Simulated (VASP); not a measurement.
OSZICAR of a VASP run on La (space group P6_3/mmc):

OSZICAR:
```
       N       E                     dE             d eps       ncg     rms          rms(c)
DAV:   1     0.560125776790E+03    0.56013E+03   -0.11048E+04    52   0.163E+03
DAV:   2     0.120739371682E+03   -0.43939E+03   -0.43506E+03    76   0.382E+02
DAV:   3    -0.124282372801E+01   -0.12198E+03   -0.12126E+03   100   0.248E+02
DAV:   4    -0.153887367703E+02   -0.14146E+02   -0.13934E+02    96   0.913E+01
DAV:   5    -0.172248985886E+02   -0.18362E+01   -0.18332E+01   104   0.331E+01    0.592E+00
DAV:   6    -0.171250307730E+02    0.99868E-01   -0.29951E+00   104   0.184E+01    0.320E+00
DAV:   7    -0.171295535022E+02   -0.45227E-02   -0.42196E-01   104   0.683E+00    0.107E+00
DAV:   8    -0.171423454982E+02   -0.12792E-01   -0.13260E-01   104   0.235E+00    0.353E-01
DAV:   9    -0.171463102587E+02   -0.39648E-02   -0.48313E-02    96   0.821E-01    0.148E-01
DAV:  10    -0.171504049066E+02   -0.40946E-02   -0.37938E-02   104   0.539E-01    0.426E-02
DAV:  11    -0.171546143037E+02   -0.42094E-02   -0.37980E-02   104   0.271E-01    0.483E-02
DAV:  12    -0.171592808179E+02   -0.46665E-02   -0.41070E-02    80   0.173E-01    0.713E-02
DAV:  13    -0.171637454270E+02   -0.44646E-02   -0.40334E-02    96   0.177E-01    0.117E-01
DAV:  14    -0.171677194365E+02   -0.39740E-02   -0.35978E-02    56   0.127E-01    0.158E-01
DAV:  15    -0.171709740613E+02   -0.32546E-02   -0.30947E-02    56   0.131E-01    0.183E-01
DAV:  16    -0.171733943094E+02   -0.24202E-02   -0.26733E-02    88   0.199E-01    0.171E-01
DAV:  17    -0.171750398985E+02   -0.16456E-02   -0.23710E-02    96   0.371E-01    0.103E-01
DAV:  18    -0.171767611853E+02   -0.17213E-02   -0.17046E-02    96   0.142E-01    0.110E-01
DAV:  19    -0.171782596529E+02   -0.14985E-02   -0.14877E-02    80   0.851E-02    0.121E-01
DAV:  20    -0.171795471519E+02   -0.12875E-02   -0.13040E-02    56   0.831E-02    0.125E-01
DAV:  21    -0.171806817011E+02   -0.11345E-02   -0.11966E-02    88   0.779E-02    0.129E-01
DAV:  22    -0.171819277283E+02   -0.12460E-02   -0.10654E-02    88   0.106E-01    0.152E-01
DAV:  23    -0.171824251688E+02   -0.49744E-03   -0.91652E-03    88   0.175E-01    0.125E-01
DAV:  24    -0.171830201532E+02   -0.59498E-03   -0.69052E-03    96   0.104E-01    0.118E-01
DAV:  25    -0.171841186714E+02   -0.10985E-02   -0.62919E-03    96   0.198E-01    0.173E-01
DAV:  26    -0.171843403307E+02   -0.22166E-03   -0.51519E-03    88   0.124E-01    0.151E-01
DAV:  27    -0.171845763909E+02   -0.23606E-03   -0.37029E-03    96   0.775E-02    0.139E-01
DAV:  28    -0.171844431185E+02    0.13327E-03   -0.38801E-03    96   0.232E-01    0.804E-02
DAV:  29    -0.171846141345E+02   -0.17102E-03   -0.27821E-03    96   0.145E-01    0.682E-02
DAV:  30    -0.171848249070E+02   -0.21077E-03   -0.21746E-03    96   0.118E-01    0.720E-02
DAV:  31    -0.171850250942E+02   -0.20019E-03   -0.17089E-03    96   0.798E-02    0.801E-02
DAV:  32    -0.171852028960E+02   -0.17780E-03   -0.14143E-03    96   0.647E-02    0.854E-02
DAV:  33    -0.171852983756E+02   -0.95480E-04   -0.11924E-03    88   0.610E-02    0.663E-02
DAV:  34    -0.171853170669E+02   -0.18691E-04   -0.12862E-03    96   0.151E-01    0.238E-02
DAV:  35    -0.171854084340E+02   -0.91367E-04   -0.91339E-04    96   0.726E-02    0.207E-02
DAV:  36    -0.171854870562E+02   -0.78622E-04   -0.65665E-04    96   0.500E-02    0.301E-02
DAV:  37    -0.171855364768E+02   -0.49421E-04   -0.55188E-04    56   0.253E-02    0.273E-02
DAV:  38    -0.171855779335E+02   -0.41457E-04   -0.47836E-04    56   0.252E-02    0.234E-02
DAV:  39    -0.171856153530E+02   -0.37419E-04   -0.38973E-04    56   0.259E-02    0.226E-02
DAV:  40    -0.171856386289E+02   -0.23276E-04   -0.31765E-04    88   0.377E-02    0.154E-02
DAV:  41    -0.171856658992E+02   -0.27270E-04   -0.34623E-04    96   0.544E-02    0.975E-03
DAV:  42    -0.171856875423E+02   -0.21643E-04   -0.25198E-04    56   0.369E-02    0.457E-03
DAV:  43    -0.171857042982E+02   -0.16756E-04   -0.16773E-04    56   0.284E-02    0.354E-03
DAV:  44    -0.171857178283E+02   -0.13530E-04   -0.13668E-04    56   0.189E-02    0.343E-03
DAV:  45    -0.171857317100E+02   -0.13882E-04   -0.13661E-04    64   0.211E-02    0.599E-03
DAV:  46    -0.171857431128E+02   -0.11403E-04   -0.11218E-04    56   0.196E-02    0.654E-03
DAV:  47    -0.171857529555E+02   -0.98426E-05   -0.10011E-04    56   0.119E-02    0.599E-03
DAV:  48    -0.171857620388E+02   -0.90834E-05   -0.94590E-05    56   0.126E-02    0.338E-03
DAV:  49    -0.171857687938E+02   -0.67550E-05   -0.68592E-05    56   0.121E-02    0.224E-03
DAV:  50    -0.171857743684E+02   -0.55745E-05   -0.55121E-05    56   0.122E-02    0.138E-03
DAV:  51    -0.171857819327E+02   -0.75643E-05   -0.58169E-05    56   0.250E-02    0.734E-03
DAV:  52    -0.171857862397E+02   -0.43070E-05   -0.47143E-05    56   0.239E-02    0.648E-03
DAV:  53    -0.171857900339E+02   -0.37942E-05   -0.42204E-05    56   0.115E-02    0.556E-03
DAV:  54    -0.171857932587E+02   -0.32249E-05   -0.40489E-05    56   0.168E-02    0.327E-03
DAV:  55    -0.171857962974E+02   -0.30386E-05   -0.33393E-05    56   0.730E-03    0.198E-03
DAV:  56    -0.171857991115E+02   -0.28141E-05   -0.30287E-05    56   0.729E-03    0.110E-03
DAV:  57    -0.171858019297E+02   -0.28182E-05   -0.28190E-05    56   0.515E-03    0.110E-03
DAV:  58    -0.171858048301E+02   -0.29004E-05   -0.27583E-05    56   0.496E-03    0.164E-03
DAV:  59    -0.171858076771E+02   -0.28470E-05   -0.26757E-05    56   0.471E-03    0.241E-03
DAV:  60    -0.171858101787E+02   -0.25016E-05   -0.24891E-05    56   0.538E-03    0.245E-03
DAV:  61    -0.171858120671E+02   -0.18884E-05   -0.24366E-05    56   0.763E-03    0.163E-03
DAV:  62    -0.171858143540E+02   -0.22869E-05   -0.23343E-05    56   0.480E-03    0.189E-03
DAV:  63    -0.171858165595E+02   -0.22055E-05   -0.22313E-05    56   0.603E-03    0.187E-03
DAV:  64    -0.171858187241E+02   -0.21646E-05   -0.21899E-05    56   0.382E-03    0.213E-03
DAV:  65    -0.171858208215E+02   -0.20974E-05   -0.21098E-05    56   0.528E-03    0.203E-03
DAV:  66    -0.171858229913E+02   -0.21697E-05   -0.20712E-05    56   0.512E-03    0.167E-03
DAV:  67    -0.171858249815E+02   -0.19902E-05   -0.20258E-05    56   0.412E-03    0.168E-03
DAV:  68    -0.171858268497E+02   -0.18682E-05   -0.19832E-05    56   0.556E-03    0.143E-03
DAV:  69    -0.171858287577E+02   -0.19079E-05   -0.19332E-05    56   0.476E-03    0.140E-03
DAV:  70    -0.171858306093E+02   -0.18517E-05   -0.18873E-05    56   0.548E-03    0.133E-03
DAV:  71    -0.171858324520E+02   -0.18427E-05   -0.18561E-05    56   0.480E-03    0.129E-03
DAV:  72    -0.171858342566E+02   -0.18046E-05   -0.18204E-05    56   0.468E-03    0.126E-03
DAV:  73    -0.171858360625E+02   -0.18059E-05   -0.17998E-05    56   0.421E-03    0.137E-03
DAV:  74    -0.171858377947E+02   -0.17322E-05   -0.17488E-05    32   0.442E-03    0.125E-03
DAV:  75    -0.171858395427E+02   -0.17479E-05   -0.17391E-05    32   0.452E-03    0.148E-03
DAV:  76    -0.171858412575E+02   -0.17148E-05   -0.17152E-05    32   0.362E-03    0.151E-03
DAV:  77    -0.171858429784E+02   -0.17210E-05   -0.17130E-05    32   0.442E-03    0.179E-03
DAV:  78    -0.171858446831E+02   -0.17047E-05   -0.17049E-05    32   0.235E-03    0.200E-03
DAV:  79    -0.171858463829E+02   -0.16998E-05   -0.16975E-05    32   0.327E-03    0.221E-03
DAV:  80    -0.171858481082E+02   -0.17253E-05   -0.16974E-05    32   0.181E-03    0.253E-03
DAV:  81    -0.171858498191E+02   -0.17109E-05   -0.16881E-05    32   0.229E-03    0.274E-03
DAV:  82    -0.171858514404E+02   -0.16213E-05   -0.16686E-05    32   0.186E-03    0.287E-03
DAV:  83    -0.171858530867E+02   -0.16463E-05   -0.16578E-05    32   0.246E-03    0.305E-03
DAV:  84    -0.171858547634E+02   -0.16767E-05   -0.16539E-05    32   0.172E-03    0.333E-03
DAV:  85    -0.171858564153E+02   -0.16519E-05   -0.16467E-05    32   0.192E-03    0.357E-03
DAV:  86    -0.171858582581E+02   -0.18428E-05   -0.16638E-05    32   0.232E-03    0.415E-03
DAV:  87    -0.171858599452E+02   -0.16871E-05   -0.16576E-05    32   0.210E-03    0.439E-03
DAV:  88    -0.171858616036E+02   -0.16583E-05   -0.16497E-05    32   0.157E-03    0.467E-03
DAV:  89    -0.171858632468E+02   -0.16433E-05   -0.16407E-05    32   0.168E-03    0.489E-03
DAV:  90    -0.171858649154E+02   -0.16686E-05   -0.16359E-05    32   0.139E-03    0.520E-03
DAV:  91    -0.171858663717E+02   -0.14563E-05   -0.16138E-05    32   0.215E-03    0.517E-03
DAV:  92    -0.171858679259E+02   -0.15542E-05   -0.15993E-05    32   0.118E-03    0.536E-03
DAV:  93    -0.171858698136E+02   -0.18876E-05   -0.16113E-05    32   0.274E-03    0.585E-03
DAV:  94    -0.171858714195E+02   -0.16060E-05   -0.16022E-05    32   0.152E-03    0.613E-03
DAV:  95    -0.171858729736E+02   -0.15541E-05   -0.15887E-05    32   0.183E-03    0.631E-03
DAV:  96    -0.171858744180E+02   -0.14444E-05   -0.15680E-05    32   0.143E-03    0.648E-03
DAV:  97    -0.171858759687E+02   -0.15508E-05   -0.15577E-05    32   0.112E-03    0.668E-03
DAV:  98    -0.171858775475E+02   -0.15788E-05   -0.15493E-05    32   0.868E-04    0.698E-03
DAV:  99    -0.171858790201E+02   -0.14726E-05   -0.15356E-05    32   0.122E-03    0.712E-03
DAV: 100    -0.171858805392E+02   -0.15191E-05   -0.15256E-05    32   0.859E-04
   1 F= -.17185881E+02 E0= -.17073785E+02  d E =-.224191E+00
```

Question: Which electronic solver shows in the log?

Answer: It is blocked Davidson (ALGO = Normal, or the opening steps of other solvers). The INCAR had ALGO = Normal.

Question: Can the final energy be trusted as converged?

Answer: Convergence was not reached. It stopped with EDIFF = 1E-6, NELM = 100 (PBE GGA, plane waves, VASP's PBE PAW potentials (set 64)).

The structure is a typed La crystal (P6_3/mmc). The cell was not relaxed at this level. The k-mesh is coarse (spacing up to 1.92 per Å, 2π included), so the numbers may not be converged in it. The run is one of a series of settings (KPOINTS 1×1×1 Γ-centred mesh against the base run), some of them coarse on purpose. VASP warned that the highest band is occupied, so more bands are needed.
